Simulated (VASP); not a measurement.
# A VASP study of AlPt (PBEsol): structure first, properties next, part 3 of 4

What structure and properties does PBEsol give AlPt, and how near are they to the measured ones? The start is a computed cell from the Materials Project.

VASP 6.6.1, plane waves and PAW; the level of theory is named at each step.

So far. Step 3 (Single point with fields (PBEsol)): In this run the pressure is 0.00 GPa, small enough to go on. Step 4 (Band structure (PBEsol)): There is no gap at this level. The relaxed cell has a = 4.868 Å (conventional setting).

## 5. Density of states (PBEsol)

Level of this step: PBEsol; plane waves and PAW (Al, Pt) (VASP).

Here the states are counted by energy and projected on the atoms. The mesh is finer than in the run before.

File INCAR:

```
SYSTEM = AlPt
PREC = Accurate
ENCUT = 400
EDIFF = 1E-06
NELM = 100
ISMEAR = -5
SIGMA = 0.2
LREAL = .FALSE.
ALGO = Normal
GGA = PS
NBANDS = 46
LASPH = .TRUE.
LORBIT = 11
LWAVE = .FALSE.
LCHARG = .FALSE.
KPAR = 4
NEDOS = 2001
```

File POSCAR:

```
AlPt
1.0
    4.8679349866      0.0000000000      0.0000000000
    0.0000000000      4.8679349866      0.0000000000
    0.0000000000      0.0000000000      4.8679349866
Al Pt
4 4
Direct
    0.8441660006      0.8441660006      0.8441660006
    0.6558339994      0.1558339994      0.3441660006
    0.3441660006      0.6558339994      0.1558339994
    0.1558339994      0.3441660006      0.6558339994
    0.1541907813      0.1541907813      0.1541907813
    0.3458092187      0.8458092187      0.6541907813
    0.6541907813      0.3458092187      0.8458092187
    0.8458092187      0.6541907813      0.3458092187
```

File KPOINTS:

```
Automatic mesh
0
Gamma
8 8 8
0 0 0
```

Potentials, in the order of the species: Al and Pt (PBE family, release 64).

Started as:

```sh
> mpirun -np 4 vasp_std
```

Output:

```text
[... set-up lines as in an earlier step ...]
 entering main loop
       N       E                     dE             d eps       ncg     rms          rms(c)
DAV:   1     0.190212821856E+03    0.19021E+03   -0.19708E+04  4140   0.833E+02
DAV:   2    -0.480598786210E+02   -0.23827E+03   -0.22230E+03  4554   0.199E+02
DAV:   3    -0.555007871376E+02   -0.74409E+01   -0.73536E+01  4978   0.331E+01
DAV:   4    -0.555547072802E+02   -0.53920E-01   -0.53897E-01  4678   0.316E+00
DAV:   5    -0.555553531598E+02   -0.64588E-03   -0.64594E-03  4758   0.363E-01    0.217E+01
DAV:   6    -0.529739082198E+02    0.25814E+01   -0.73243E+00  4464   0.155E+01    0.709E+00
DAV:   7    -0.527355180429E+02    0.23839E+00   -0.34720E-01  4398   0.320E+00    0.418E+00
DAV:   8    -0.526482251622E+02    0.87293E-01   -0.57082E-02  4674   0.108E+00    0.720E-01
DAV:   9    -0.526467519710E+02    0.14732E-02   -0.31802E-03  4852   0.258E-01    0.258E-01
DAV:  10    -0.526466484817E+02    0.10349E-03   -0.44899E-04  4650   0.104E-01    0.316E-02
DAV:  11    -0.526466684409E+02   -0.19959E-04   -0.13039E-05  4690   0.206E-02    0.149E-02
DAV:  12    -0.526466586763E+02    0.97646E-05   -0.12270E-06  3090   0.531E-03    0.441E-03
DAV:  13    -0.526466590867E+02   -0.41032E-06   -0.12312E-07  2508   0.163E-03
   1 F= -.52646659E+02 E0= -.52646659E+02  d E =0.000000E+00
 -----------------------------------------------------------------------------
|                                                                             |
|           W    W    AA    RRRRR   N    N  II  N    N   GGGG   !!!           |
|           W    W   A  A   R    R  NN   N  II  NN   N  G    G  !!!           |
|           W    W  A    A  R    R  N N  N  II  N N  N  G       !!!           |
|           W WW W  AAAAAA  RRRRR   N  N N  II  N  N N  G  GGG   !            |
|           WW  WW  A    A  R   R   N   NN  II  N   NN  G    G                |
|           W    W  A    A  R    R  N    N  II  N    N   GGGG   !!!           |
|                                                                             |
|     Tetrahedron method does not include variations of the Fermi             |
|     occupations, so forces and stress will be inaccurate. We suggest        |
|     using a different smearing scheme ISMEAR = 1 or 2 for metals in         |
|     relaxations.                                                            |
|                                                                             |
 -----------------------------------------------------------------------------
```

Wall time 32 s (4 MPI ranks of AMD EPYC 7R43, shared host); peak memory 0.92 GiB.

Parts of OUTCAR (step 5):

```text
   k-points           NKPTS =     45   k-points in BZ     NKDIM =     45   number of bands    NBANDS=     46

   NELECT =      52.0000    total number of electrons

 E-fermi :  10.4263

 k-point     1 :       0.0000    0.0000    0.0000
  band No.  band energies     occupation
    ...
     22       8.7346      2.00000
     23       8.7346      2.00000
     24       8.7346      2.00000
     25      10.2758      2.00000
     26      10.2758      2.01661
     27      10.2758      0.08591
     28      14.7141      0.00000
     29      14.7141      0.00000
     30      14.7141      0.00000
     31      14.8879      0.00000
    ...

  Total       -0.0755507     -0.0755507     -0.0755507      0.0000000      0.0000000     -0.0000000
  in kB       -1.0493358     -1.0493358     -1.0493358      0.0000000      0.0000000     -0.0000000
  external PRESSURE =      -1.0493358 kB  Pullay stress =       0.0000000 kB

 POSITION                                       TOTAL-FORCE (eV/Angst)
 -----------------------------------------------------------------------------------
      4.10935      4.10935      4.10935        -0.000459     -0.000459     -0.000459
      3.19256      0.75859      1.67538         0.000459      0.000459     -0.000459
      1.67538      3.19256      0.75859        -0.000459      0.000459      0.000459
      0.75859      1.67538      3.19256         0.000459     -0.000459      0.000459
      0.75059      0.75059      0.75059        -0.010173     -0.010173     -0.010173
      1.68338      4.11734      3.18456         0.010173      0.010173     -0.010173
      3.18456      1.68338      4.11734        -0.010173      0.010173      0.010173
      4.11734      3.18456      1.68338         0.010173     -0.010173      0.010173
 -----------------------------------------------------------------------------------
    total drift:                                0.000000      0.000000      0.000000

  FREE ENERGIE OF THE ION-ELECTRON SYSTEM (eV)
  ---------------------------------------------------
  free  energy   TOTEN  =       -52.6466590867 eV

  energy  without entropy=      -52.6466590867  energy(sigma->0) =      -52.64665909

[... 7 parts as in an earlier step ...]

[... 9 further parts left out ...]
```

With tetrahedra the forces and stress of a metal are not exact derivatives of the energy.

Numbers from this step:

```yaml
irreducible_k_points: 45
free_energy_toten: -52.6467 eV
fermi_energy: 10.43 eV
pressure: -0.1049 GPa
dos_at_the_fermi_level: 0.9840 states/eV/cell
```

The density of states has structure finer than the step of the table below, so its rows give means over 0.5 eV, whole bins alone (the curve runs from -12.0 to 4.15 eV). Peaks (eV: height): total -4.88: 19.3, -4.74: 17.0, -4.60: 19.1, -3.84: 14.8; Pt d -4.88: 14.3, -4.74: 12.9, -4.60: 14.4, -3.84: 11.1; Pt p -4.88: 0.629, -4.60: 0.727, -3.84: 0.662, -0.26: 0.692; Al p -4.88: 0.508, -4.60: 0.445, -3.84: 0.462, 3.32: 0.422; Pt s -5.98: 0.734, 2.29: 0.694, 2.98: 0.772, 3.32: 0.860.

States under -12.0 eV and over 4.2 eV are left out. The density of states by energy, zero at the Fermi level; means over each step; values in states/eV/cell:

| energy (eV) | total | Pt d | Pt p | Al p | Pt s | Al s |
| --- | --- | --- | --- | --- | --- | --- |
| -11.5 | 9.3e-5 | 0 | 0 | 0 | 3.5e-5 | 1.6e-5 |
| -11.0 | 0.224 | 4.6e-4 | 0.00240 | 9.0e-4 | 0.0831 | 0.0370 |
| -10.5 | 0.536 | 0.00333 | 0.0127 | 0.00474 | 0.190 | 0.0865 |
| -10.0 | 0.756 | 0.0111 | 0.0284 | 0.0108 | 0.251 | 0.118 |
| -9.5 | 0.967 | 0.0281 | 0.0480 | 0.0189 | 0.299 | 0.146 |
| -9.0 | 1.21 | 0.0650 | 0.0714 | 0.0302 | 0.341 | 0.174 |
| -8.5 | 1.65 | 0.151 | 0.103 | 0.0509 | 0.428 | 0.219 |
| -8.0 | 1.77 | 0.252 | 0.121 | 0.0573 | 0.379 | 0.233 |
| -7.5 | 2.93 | 0.686 | 0.223 | 0.0864 | 0.365 | 0.407 |
| -7.0 | 3.92 | 1.42 | 0.214 | 0.113 | 0.355 | 0.466 |
| -6.5 | 2.89 | 1.34 | 0.116 | 0.0745 | 0.223 | 0.278 |
| -6.0 | 6.10 | 3.08 | 0.226 | 0.289 | 0.601 | 0.206 |
| -5.5 | 5.51 | 3.32 | 0.199 | 0.241 | 0.379 | 0.0803 |
| -5.0 | 9.64 | 6.96 | 0.301 | 0.304 | 0.203 | 0.0597 |
| -4.5 | 10.6 | 7.92 | 0.426 | 0.245 | 0.111 | 0.0577 |
| -4.0 | 8.17 | 6.06 | 0.373 | 0.247 | 0.0878 | 0.0331 |
| -3.5 | 9.20 | 7.07 | 0.347 | 0.247 | 0.130 | 0.0413 |
| -3.0 | 9.83 | 7.81 | 0.346 | 0.202 | 0.121 | 0.0627 |
| -2.5 | 10.3 | 8.14 | 0.445 | 0.202 | 0.146 | 0.0656 |
| -2.0 | 5.65 | 4.36 | 0.295 | 0.110 | 0.141 | 0.0361 |
| -1.5 | 4.01 | 2.79 | 0.324 | 0.120 | 0.115 | 0.0385 |
| -1.0 | 2.83 | 1.60 | 0.297 | 0.142 | 0.181 | 0.0375 |
| -0.5 | 3.77 | 1.75 | 0.574 | 0.223 | 0.208 | 0.0715 |
| 0.0 | 1.76 | 0.729 | 0.313 | 0.115 | 0.0794 | 0.0365 |
| 0.5 | 0.598 | 0.325 | 0.0624 | 0.0339 | 0.0278 | 0.0191 |
| 1.0 | 1.54 | 0.691 | 0.193 | 0.110 | 0.0884 | 0.0440 |
| 1.5 | 2.77 | 1.10 | 0.359 | 0.207 | 0.236 | 0.0808 |
| 2.0 | 1.66 | 0.606 | 0.199 | 0.107 | 0.229 | 0.0587 |
| 2.5 | 1.12 | 0.336 | 0.0992 | 0.0512 | 0.282 | 0.0380 |
| 3.0 | 3.60 | 1.06 | 0.311 | 0.202 | 0.598 | 0.249 |
| 3.5 | 4.00 | 1.08 | 0.346 | 0.261 | 0.510 | 0.356 |

The finer mesh and the other smearing move the Fermi level by -0.10 eV from the 6×6×6 run, one measure of the sampling error in the zero of the bands above. Of the states within 0.3 eV of the Fermi level, the largest shares in the PAW spheres are Pt d 42 %, Pt p 18 % and Al p 7 %. The rest lies in smaller channels or between the spheres.

## 6. Bands along the symmetry lines (PBEsol + SOC)

This step: PBEsol, spin-orbit coupling; plane waves and PAW (Al, Pt) (VASP 6.6.1).

The mesh alone shows little of the dispersion and can miss band extrema, so KPOINTS_OPT adds a path through the symmetry points after the self-consistent cycle. Spin-orbit coupling needs spinors and the noncollinear program, where each band holds one electron.

File INCAR:

```
SYSTEM = AlPt
PREC = Accurate
ENCUT = 400
EDIFF = 1E-06
NELM = 100
ISMEAR = 1
SIGMA = 0.2
LREAL = .FALSE.
ALGO = Normal
GGA = PS
LNONCOLLINEAR = .TRUE.
MAGMOM = 0 0 0 0 0 0 0 0 0 0 0 0 0 0 0 0 0 0 0 0 0 0 0 0
NBANDS = 68
GGA_COMPAT = .FALSE.
LASPH = .TRUE.
LSORBIT = .TRUE.
LMAXMIX = 4
LORBIT = 11
LWAVE = .FALSE.
LCHARG = .FALSE.
KPAR = 4
```

POSCAR is that of step 5.

File KPOINTS:

```
Automatic mesh
0
Gamma
5 5 5
0 0 0
```

File KPOINTS_OPT:

```
Line mode
12
Line-mode
Reciprocal
  0.00000000   0.00000000   0.00000000 GAMMA
  0.00000000   0.50000000   0.00000000 X

  0.00000000   0.50000000   0.00000000 X
  0.50000000   0.50000000   0.00000000 M

  0.50000000   0.50000000   0.00000000 M
  0.00000000   0.00000000   0.00000000 GAMMA

  0.00000000   0.00000000   0.00000000 GAMMA
  0.50000000   0.50000000   0.50000000 R

  0.50000000   0.50000000   0.50000000 R
  0.00000000   0.50000000   0.00000000 X

  0.50000000   0.50000000   0.00000000 M
  0.50000000   0.50000000   0.50000000 R
```

Started as:

```sh
> mpirun -np 4 vasp_ncl
```

Output:

```text
[... set-up lines as in an earlier step ...]
 entering main loop
       N       E                     dE             d eps       ncg     rms          rms(c)
DAV:   1     0.206782165451E+03    0.20678E+03   -0.20414E+04  2040   0.113E+03
DAV:   2    -0.448810936989E+02   -0.25166E+03   -0.23669E+03  2304   0.245E+02
DAV:   3    -0.566786280092E+02   -0.11798E+02   -0.11539E+02  2432   0.472E+01
DAV:   4    -0.568610176486E+02   -0.18239E+00   -0.18163E+00  2408   0.618E+00
DAV:   5    -0.568636665207E+02   -0.26489E-02   -0.26448E-02  2376   0.746E-01    0.239E+01
DAV:   6    -0.542389066493E+02    0.26248E+01   -0.12587E+01  2216   0.211E+01    0.952E+00
DAV:   7    -0.540104554028E+02    0.22845E+00   -0.59997E-01  2200   0.450E+00    0.605E+00
DAV:   8    -0.539402077626E+02    0.70248E-01   -0.33183E-02  2376   0.897E-01    0.278E+00
DAV:   9    -0.539206637147E+02    0.19544E-01   -0.17029E-02  2360   0.781E-01    0.496E-01
DAV:  10    -0.539204286784E+02    0.23504E-03   -0.98244E-04  2360   0.159E-01    0.178E-01
DAV:  11    -0.539203731162E+02    0.55562E-04   -0.23090E-04  2240   0.948E-02    0.353E-02
DAV:  12    -0.539203701999E+02    0.29163E-05   -0.28882E-06  2368   0.968E-03    0.186E-02
DAV:  13    -0.539203685736E+02    0.16263E-05   -0.57201E-07  1272   0.425E-03    0.271E-03
DAV:  14    -0.539203685231E+02    0.50520E-07   -0.40737E-07  1204   0.339E-03
   1 F= -.53920369E+02 E0= -.53920745E+02  d E =0.113036E-02  mag=     0.0000    -0.0000     0.0000
 Start KPOINTS_OPT (optional k-point list driver)
k-point batch [1-15\72]
       N       E                     dE             ncg
DAV:   1     0.879994433941E+04    0.24768E+04     2040
DAV:   2     0.506932976911E+04   -0.37306E+04     2272
DAV:   3     0.489025129829E+04   -0.17908E+03     2476
DAV:   4     0.488770927810E+04   -0.25420E+01     2456
DAV:   5     0.488767335550E+04   -0.35923E-01     2408
DAV:   6     0.488767246172E+04   -0.89378E-03     2432
DAV:   7     0.488767243211E+04   -0.29614E-04     2416
DAV:   8     0.488767243100E+04   -0.11114E-05     1784
DAV:   9     0.488767243094E+04   -0.58500E-07     1528
[...]
k-point batch [61-72\72]
       N       E                     dE             ncg
DAV:   1     0.942226216090E+04   -0.87525E+04     1632
DAV:   2     0.634422171575E+04   -0.30780E+04     1860
DAV:   3     0.623524280489E+04   -0.10898E+03     1912
DAV:   4     0.623395606754E+04   -0.12867E+01     1832
DAV:   5     0.623393785656E+04   -0.18211E-01     1792
DAV:   6     0.623393747039E+04   -0.38618E-03     1820
DAV:   7     0.623393746063E+04   -0.97582E-05     1792
DAV:   8     0.623393746040E+04   -0.23109E-06     1188
```

Elapsed: 2.3 min, on 4 MPI ranks; peak memory 1.6 GiB; 9.2 min of CPU time.

Parts of OUTCAR (step 6):

```text
   k-points           NKPTS =     15   k-points in BZ     NKDIM =     15   number of bands    NBANDS=     68

   NELECT =      52.0000    total number of electrons

 E-fermi :  10.5227

 k-point     1 :       0.0000    0.0000    0.0000
  band No.  band energies     occupation
    ...
     50      10.1753      1.01696
     51      10.3860      0.95392
     52      10.3860      0.95392
     53      10.3860      0.95392
     54      10.3860      0.95392
     55      14.6315      0.00000
     56      14.6315      0.00000
     57      14.6315      0.00000
     58      14.6315      0.00000
     59      14.6605      0.00000
    ...

  Total       -0.1326921     -0.1326921     -0.1326921     -0.0000000     -0.0000000      0.0000000
  in kB       -1.8429831     -1.8429831     -1.8429831     -0.0000000     -0.0000000      0.0000000
  external PRESSURE =      -1.8429831 kB  Pullay stress =       0.0000000 kB

 POSITION                                       TOTAL-FORCE (eV/Angst)
 -----------------------------------------------------------------------------------
      4.10935      4.10935      4.10935         0.006859      0.006859      0.006859
      3.19256      0.75859      1.67538        -0.006859     -0.006859      0.006859
      1.67538      3.19256      0.75859         0.006859     -0.006859     -0.006859
      0.75859      1.67538      3.19256        -0.006859      0.006859     -0.006859
      0.75059      0.75059      0.75059        -0.004288     -0.004288     -0.004288
      1.68338      4.11734      3.18456         0.004288      0.004288     -0.004288
      3.18456      1.68338      4.11734        -0.004288      0.004288      0.004288
      4.11734      3.18456      1.68338         0.004288     -0.004288      0.004288
 -----------------------------------------------------------------------------------
    total drift:                                0.000000      0.000000      0.000000

  FREE ENERGIE OF THE ION-ELECTRON SYSTEM (eV)
  ---------------------------------------------------
  free  energy   TOTEN  =       -53.9203685231 eV

  energy  without entropy=      -53.9214988864  energy(sigma->0) =      -53.92074531

 Spin-Orbit-Coupling matrix elements
 Ion:    1  E_soc:     -0.0004542
 Ion:    2  E_soc:     -0.0004542
 Ion:    3  E_soc:     -0.0004542
 Ion:    4  E_soc:     -0.0004542
 Ion:    5  E_soc:     -0.6395944
 Ion:    6  E_soc:     -0.6395944
 Ion:    7  E_soc:     -0.6395944
 Ion:    8  E_soc:     -0.6395944

 magnetization (x)
# of ion       s       p       d       tot
------------------------------------------
    1       -0.000  -0.000   0.000  -0.000
    2        0.000   0.000   0.000   0.000
    3       -0.000  -0.000   0.000  -0.000
    4        0.000   0.000   0.000   0.000
    5        0.000   0.000   0.000   0.000
    6       -0.000  -0.000  -0.000  -0.000
    7        0.000   0.000   0.000   0.000
    8       -0.000  -0.000  -0.000  -0.000
--------------------------------------------------
tot         -0.000  -0.000   0.000   0.000

 magnetization (y)
# of ion       s       p       d       tot
------------------------------------------
    1       -0.000  -0.000   0.000  -0.000
    2        0.000   0.000   0.000   0.000
    3        0.000   0.000   0.000   0.000
    4       -0.000  -0.000   0.000  -0.000
    5        0.000   0.000   0.000   0.000
    6       -0.000  -0.000  -0.000  -0.000
    7       -0.000  -0.000  -0.000  -0.000
    8        0.000   0.000   0.000   0.000
--------------------------------------------------
tot          0.000  -0.000   0.000   0.000

 magnetization (z)
# of ion       s       p       d       tot
------------------------------------------
    1       -0.000  -0.000   0.000  -0.000
    2       -0.000  -0.000   0.000  -0.000
    3        0.000   0.000   0.000   0.000
    4        0.000   0.000   0.000   0.000
    5        0.000   0.000   0.000   0.000
    6        0.000   0.000   0.000   0.000
    7       -0.000  -0.000  -0.000  -0.000
    8       -0.000  -0.000  -0.000  -0.000
--------------------------------------------------
tot          0.000   0.000  -0.000   0.000

[... 7 parts as in an earlier step ...]

[... 9 further parts left out ...]
```

The k-mesh is coarse for a metal.

This step gave:

```yaml
scf_cycles: 14
bands: 68
irreducible_k_points: 15
free_energy_toten: -53.9204 eV
energy_at_zero_smearing: -53.9207 eV
fermi_energy: 10.52 eV
pressure: -0.1843 GPa
```

On-site spin-orbit energy by atom:

| atom | on-site spin-orbit energy (eV) |
| --- | --- |
| Al1 | 0.000 |
| Al2 | 0.000 |
| Al3 | 0.000 |
| Al4 | 0.000 |
| Pt5 | -0.640 |
| Pt6 | -0.640 |
| Pt7 | -0.640 |
| Pt8 | -0.640 |

Electronic bands along the path, in eV, zero at the Fermi level; # counts the bands kept:

| point | #49 | #50 | #51 | #52 | #53 | #54 | #55 | #56 |
| --- | --- | --- | --- | --- | --- | --- | --- | --- |
| Γ | -0.35 | -0.35 | -0.14 | -0.14 | -0.14 | -0.14 | 4.11 | 4.11 |
| 0.45 of the way | -0.70 | -0.53 | -0.50 | -0.28 | 1.26 | 1.39 | 2.43 | 2.53 |
| X | -0.86 | -0.86 | -0.56 | -0.56 | 1.17 | 1.17 | 1.29 | 1.29 |
| 0.55 of the way | -0.37 | -0.37 | -0.22 | -0.22 | 1.29 | 1.29 | 1.50 | 1.50 |
| M | 0.27 | 0.27 | 0.27 | 0.27 | 1.27 | 1.27 | 1.27 | 1.27 |
| 0.45 of the way | -0.94 | -0.81 | -0.39 | -0.33 | 1.48 | 1.65 | 2.36 | 2.38 |
| Γ | -0.35 | -0.35 | -0.14 | -0.14 | -0.14 | -0.14 | 4.11 | 4.11 |
| 0.45 of the way | -0.72 | -0.53 | -0.25 | -0.19 | 0.76 | 0.94 | 2.46 | 2.57 |
| R | -0.94 | -0.94 | -0.69 | -0.69 | -0.69 | -0.69 | -0.69 | -0.69 |
| 0.55 of the way | -1.13 | -1.13 | -0.93 | -0.93 | 1.45 | 1.45 | 1.55 | 1.55 |
| X | -0.86 | -0.86 | -0.56 | -0.56 | 1.17 | 1.17 | 1.29 | 1.29 |
| jump to M | 0.27 | 0.27 | 0.27 | 0.27 | 1.27 | 1.27 | 1.27 | 1.27 |
| 0.45 of the way | -0.67 | -0.67 | -0.65 | -0.65 | 0.44 | 0.44 | 0.45 | 0.45 |
| R | -0.94 | -0.94 | -0.69 | -0.69 | -0.69 | -0.69 | -0.69 | -0.69 |

Of the projections kept (Al, Pt), the largest for each band there; the rest of the weight can lie on other orbitals:

| point | #49 | #50 | #51 | #52 | #53 | #54 | #55 | #56 |
| --- | --- | --- | --- | --- | --- | --- | --- | --- |
| Γ | Pt 0.90 | Pt 0.90 | Pt 0.93 | Pt 0.93 | Pt 0.93 | Pt 0.93 | Pt 0.63 | Pt 0.64 |
| X | Pt 0.89 | Pt 0.89 | Pt 0.90 | Pt 0.90 | Pt 0.93 | Pt 0.93 | Pt 0.92 | Pt 0.92 |
| M | Pt 0.84 | Pt 0.84 | Pt 0.84 | Pt 0.84 | Pt 0.80 | Pt 0.80 | Pt 0.80 | Pt 0.80 |
| Γ | Pt 0.90 | Pt 0.90 | Pt 0.93 | Pt 0.93 | Pt 0.93 | Pt 0.93 | Pt 0.63 | Pt 0.63 |
| R | Pt 0.94 | Pt 0.94 | Pt 0.95 | Pt 0.95 | Pt 0.95 | Pt 0.95 | Pt 0.95 | Pt 0.95 |
| X | Pt 0.89 | Pt 0.89 | Pt 0.90 | Pt 0.90 | Pt 0.93 | Pt 0.93 | Pt 0.92 | Pt 0.92 |

There is no gap at this level.

Of the bands kept, 8 cross the Fermi level on this path (spinor bands, one electron each).

(Continued in part 4 of 4.)

[Lines on the potential files, build, host, timing and source positions are cut from VASP's logs without a mark.]

[Logs are printed without paths, hosts, clocks, repeated set-up lines and the standing remarks that a program may print on its own settings, such as how far it seeks lower states.]

[Hosts, paths, dates, database ids (printed as entryN), source tags and the programs' standing remarks are cut or masked in the printed files.]

[A measured line is paired with the nearest computed mode of its activity, which favours agreement.]
